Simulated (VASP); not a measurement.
The input files of a VASP run:

### KPOINTS
```
Automatic mesh
0
Gamma
3 3 3
0 0 0
```

File POSCAR:
```
BeI2
7.380820
 -0.4310596926   0.7988548698   0.4195455248
  0.4310596926  -0.7988548698   0.4195455248
  0.4310596926   0.7988548698  -0.4195455248
Be I
2 4
Cart
  0.0002698434   0.0034222943   0.2049286897
 -0.0006008972   0.0027848081   0.6260273720
  0.2497357261   0.9869220821   0.0110999159
  0.1834534014  -0.1855492217   0.4140540934
  0.2540665828   0.6066839400   0.4221936961
  0.1751947287   0.1834458369  -0.0001216682
```

### INCAR
```
# general
SYSTEM =BeI2
PREC   =Accurate
ENCUT  =300   # plane-wave cut-off (eV)
LREAL  =.False.   # projection in real space or not
LASPH  =.True.   # aspherical one-centre terms

# electronic loop
EDIFF  =1E-6   # SCF stop (eV)
NELM   =100   # most electronic steps
ALGO   =Normal   # blocked Davidson
LMAXMIX=4   # l cut-off of mixed one-centre charges

# smearing
ISMEAR =-1
SIGMA  =0.01   # width (eV)

# functional
GGA    =PS   # PBEsol

# ions
ISIF   =2   # forces and stress, cell fixed

# output
LWAVE  =.False.
LCHARG =.False.
```

POTCAR, in this order: Be I (PBE.64 set). Program: vasp_std.

Q: Write an equivalent input for Quantum ESPRESSO's pw.x.

A: One equivalent input (not run):
```
&CONTROL
  calculation = 'scf'
  pseudo_dir = './pseudo'
  outdir = './out'
  tprnfor = .true.
  tstress = .true.
/
&SYSTEM
  ibrav = 0
  nat = 6
  ntyp = 2
  ecutwfc = 88
  occupations = 'smearing'
  smearing = 'fermi-dirac'
  degauss = 0.000735
  input_dft = 'pbesol'
/
&ELECTRONS
  conv_thr = 7.3e-08
  electron_maxstep = 100
/
ATOMIC_SPECIES
  Be 9.012 Be.upf
  I 126.904 I.upf
CELL_PARAMETERS angstrom
    -3.1815740    5.8962040    3.0965900
     3.1815740   -5.8962040    3.0965900
     3.1815740    5.8962040   -3.0965900
ATOMIC_POSITIONS crystal
  Be   0.2463690  0.2445400  0.0024550
  Be   0.7478210  0.7453810  0.0010460
  I    0.6309390  0.3029050  0.9073870
  I    0.3773210  0.7062490  0.0966590
  I    0.8828770  0.7978560  0.6744210
  I    0.1146730  0.2030690  0.3180320
K_POINTS automatic
  3 3 3 0 0 0
```
Limits of the translation: the potentials are each code's own (VASP's PAW set, PseudoDojo norm-conserving files in pw.x), so ENCUT and ecutwfc are chosen apart and not converted; conv_thr bounds pw.x's estimated SCF error, while EDIFF bounds the energy change between steps.

The structure comes from a computed database's BeI2 entry (Ibam), a phase known from measurement. The cell was not relaxed at this level, atoms are displaced from their ideal sites. The k-mesh is coarse (spacing up to 0.47 per Å, 2π included), so the numbers may not be converged in it.
